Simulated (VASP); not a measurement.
# In2Te2O (P-3m1) in VASP: notebook, part 2 of 2

VASP 6.6.1. The steps go on from the part before.

## 3. Relaxation of cell and atoms, PBE

This run uses another cell than the first one, of 34.17 Å³/atom, 1.059 times its volume.

Contents of INCAR:

```
PREC = Accurate
ENCUT = 520
EDIFF = 1E-7
ISMEAR = 0
SIGMA = 0.1
LREAL = False
LASPH = True
NELM = 120
ALGO = Normal
ISIF = 3
LWAVE = False
LCHARG = False
GGA = PE
IBRION = 2
NSW = 60
EDIFFG = -0.005
POTIM = 0.3
KPAR = 4
```

Contents of KPOINTS:

```
Automatic mesh
0
Gamma
  8 8 4
```

Contents of POSCAR:

```
In2Te2O                                 
1.0
    4.4494792523     -0.0000000000     -0.0000000000
   -2.2247396262      3.8533620672      0.0000000000
   -0.0000000000     -0.0000000000      9.9646031454
  In              Te              O             
     2     2     1
Direct
     0.0000000000000000    0.0000000000000000    0.8021788602486154
     0.0000000000000000    0.0000000000000000    0.1978211397513843
     0.3333333300000021    0.6666666699999979    0.3265112143049430
     0.6666666699999979    0.3333333300000021    0.6734887856950574
     0.0000000000000000    0.0000000000000000    0.0000000000000000
```

Potentials or basis: VASP PAW PBE potentials, release 64 (In_d, Te, O).

Started as:

```bash
$ cat potpaw_PBE.64/In_d/POTCAR potpaw_PBE.64/Te/POTCAR potpaw_PBE.64/O/POTCAR > POTCAR
$ mpirun -np 4 vasp_std > vasp.out
```

OUTCAR:

```text
PREC = Accurate
   ENCUT = 520
   EDIFF = 1E-7
   ISMEAR = 0
   LREAL = False
   LASPH = True
   NELM = 120
   ISIF = 3
   GGA = PE
   IBRION = 2
   NSW = 60
   EDIFFG = -0.005
   POTIM = 0.3

 ion  position               nearest neighbor table
   1  0.000  0.000  0.802-   5 1.97   4 2.87   4 2.87   4 2.87   2 3.94
   2  0.000  0.000  0.198-   5 1.97   3 2.87   3 2.87   3 2.87   1 3.94
   3  0.333  0.667  0.327-   2 2.87   2 2.87   2 2.87
   4  0.667  0.333  0.673-   1 2.87   1 2.87   1 2.87
   5  0.000  0.000  0.000-   1 1.97   2 1.97

  LATTYP: Found a hexagonal cell.
 ALAT       =     4.4494792523
 C/A-ratio  =     2.2394987324

  Lattice vectors:

 A1 = (   4.4494792523,   0.0000000000,   0.0000000000)
 A2 = (  -2.2247396262,   3.8533620672,   0.0000000000)
 A3 = (   0.0000000000,   0.0000000000,   9.9646031454)

Analysis of symmetry for initial positions (statically):
=====================================================================
 Subroutine PRICEL returns:
 Original cell was already a primitive cell.

 Routine SETGRP: Setting up the symmetry group for a
 hexagonal supercell.

 Subroutine GETGRP returns: Found 12 space group operations
 (whereof 12 operations were pure point group operations)
 out of a pool of 24 trial point group operations.

The static configuration has the point symmetry D_3d.

Analysis of symmetry for dynamics (positions and initial velocities):
=====================================================================
 Subroutine PRICEL returns:
 Original cell was already a primitive cell.

 Routine SETGRP: Setting up the symmetry group for a
 hexagonal supercell.

[... 150 lines left out ...]
--------------------------------------- Ionic step        1  -------------------------------------------

 number of electron      44.0000002 magnetization

 Free energy of the ion-electron system (eV)
  ---------------------------------------------------
  ext. energy  EPLUGINS =         0.00000000
  ---------------------------------------------------
  free energy    TOTEN  =       -19.22286102 eV

  energy without entropy =      -19.22286102  energy(sigma->0) =      -19.22286102

------------------------ aborting loop because EDIFF is reached ----------------------------------------

  FORCE on cell =-STRESS in cart. coord.  units (eV):
  Direction    XX          YY          ZZ          XY          YZ          ZX
  --------------------------------------------------------------------------------------
  -------------------------------------------------------------------------------------
  Total       -0.0025024     -0.0025024      0.4936508      0.0000000      0.0000000      0.0000000
  in kB       -0.0234672     -0.0234672      4.6293652      0.0000000      0.0000000      0.0000000
  external PRESSURE =       1.5274770 kB  Pullay stress =       0.0000000 kB
[... 98 lines left out ...]
  FREE ENERGIE OF THE ION-ELECTRON SYSTEM (eV)
  ---------------------------------------------------
  free  energy   TOTEN  =       -19.2235114685 eV

  energy  without entropy=      -19.2235114685  energy(sigma->0) =      -19.22351147

[... ionic steps 4 to 27 ...]

--------------------------------------- Ionic step       28  -------------------------------------------

 number of electron      44.0000012 magnetization

------------------------ aborting loop because EDIFF is reached ----------------------------------------
[... 73 lines left out ...]
--------------------------------------- Ionic step       30  -------------------------------------------

 number of electron      44.0000011 magnetization

 Free energy of the ion-electron system (eV)
  ---------------------------------------------------
  ext. energy  EPLUGINS =         0.00000000
  ---------------------------------------------------
  free energy    TOTEN  =       -19.23181595 eV

  energy without entropy =      -19.23181595  energy(sigma->0) =      -19.23181595

 E-fermi :   2.6003     XC(G=0):  -7.8025

 val. band max:        2.1686279654   @ k =   0.0000   0.0000   0.0000
 cond. band min:       3.2121916170   @ k =   0.0000   0.0000   0.0000
 fundamental gap:      1.0435636516
 Fermi energy:         2.6003264246

 k-point     1 :       0.0000    0.0000    0.0000
  band No.  band energies     occupation
      1     -14.7588      2.00000
      2     -11.6482      2.00000
      3     -11.5078      2.00000
      4     -11.5078      2.00000
      5     -11.5073      2.00000
      6     -11.5073      2.00000
[... 685 lines left out ...]
     25       6.7175      0.00000
     26       6.9226      0.00000

 [... further k-points ...]

------------------------ aborting loop because EDIFF is reached ----------------------------------------

  FORCE on cell =-STRESS in cart. coord.  units (eV):
  Direction    XX          YY          ZZ          XY          YZ          ZX
  --------------------------------------------------------------------------------------
  -------------------------------------------------------------------------------------
  Total        0.0004409      0.0004409      0.0221747     -0.0000000     -0.0000000      0.0000000
  in kB        0.0039928      0.0039928      0.2008002     -0.0000000     -0.0000000      0.0000000
  external PRESSURE =       0.0695953 kB  Pullay stress =       0.0000000 kB
[... 20 lines left out ...]
  FREE ENERGIE OF THE ION-ELECTRON SYSTEM (eV)
  ---------------------------------------------------
  free  energy   TOTEN  =       -19.2318159519 eV

  energy  without entropy=      -19.2318159519  energy(sigma->0) =      -19.23181595

 reached required accuracy - stopping structural energy minimisation
```

Wall time 17 min (4 MPI ranks of Intel Xeon Platinum 8488C (Sapphire Rapids), shared host); peak memory 0.44 GiB.

Results:

```yaml
Free_energy: -19.2318 eV
Relaxed_volume: 35.39 Å³/atom
Relaxed_cell: a = 4.434 Å, b = 4.434 Å, c = 10.393 Å, α = 90.00°, β = 90.00°, γ = 120.00°
Space_group_after_relaxing_to_0.05_Å: P-3m1 (No. 164)
Energy_gained_by_relaxing: 1.8 meV/atom
Ionic_steps: 30
Pressure_after_relaxing: 0.0 GPa
Largest_force_after_relaxing: 0.003 eV/Å
Band_gap_on_the_k_mesh: 1.04 eV, direct
```

Forces on the atoms (eV/Å):
```
In   0.000  0.000 -0.003
In   0.000  0.000  0.003
Te   0.000  0.000 -0.003
Te   0.000  0.000  0.003
O    0.000  0.000  0.000
```

Step by step:
```csv
step,energy change (eV),largest force (eV/Å),pressure (GPa),volume (Å³)
1,0.0000,0.0069,0.15,170.85
2,-0.0006,0.0955,-0.04,171.33
3,-0.0007,0.0885,-0.02,171.30
4,-0.0011,0.0663,-0.04,171.39
5,-0.0017,0.0548,-0.07,171.62
6,-0.0018,0.0706,-0.09,171.74
7,-0.0022,0.0672,-0.05,171.61
8,-0.0027,0.0583,0.04,171.29
9,-0.0028,0.0549,0.07,171.17
10,-0.0032,0.0516,0.07,171.33
11,-0.0043,0.0420,0.08,171.83
12,-0.0061,0.0231,0.09,172.84
13,-0.0080,0.0229,0.14,174.85
14,-0.0082,0.0833,-0.10,175.95
15,-0.0083,0.0406,-0.01,175.50
16,-0.0085,0.0212,-0.04,175.84
17,-0.0085,0.0197,-0.07,176.12
18,-0.0086,0.0209,-0.04,176.14
19,-0.0086,0.0526,0.01,176.16
20,-0.0086,0.0414,-0.01,176.15
21,-0.0087,0.0281,0.01,176.15
22,-0.0088,0.0038,0.04,176.16
23,-0.0088,0.0073,0.02,176.26
24,-0.0088,0.0215,-0.03,176.57
25,-0.0088,0.0188,-0.03,176.61
26,-0.0089,0.0111,-0.04,176.73
27,-0.0089,0.0140,-0.05,176.98
28,-0.0089,0.0113,-0.03,176.96
29,-0.0089,0.0149,0.01,176.93
30,-0.0090,0.0033,0.01,176.93
```

Final structure:
```
In Te O
1.0
     4.43372    0.00000    0.00000
    -2.21686    3.83971    0.00000
     0.00000    0.00000   10.39294
In Te O
2 2 1
Direct
  0.00000 0.00000 0.81016
  0.00000 0.00000 0.18984
  0.33333 0.66667 0.31490
  0.66667 0.33333 0.68510
  0.00000 0.00000 0.00000
```

Caveat: spin-orbit coupling is left out, which moves the levels of the heavy elements; this functional lacks dispersion, which binds the layers, so the pressure and a relaxed spacing across them are unreliable. A k mesh can miss the band edges.
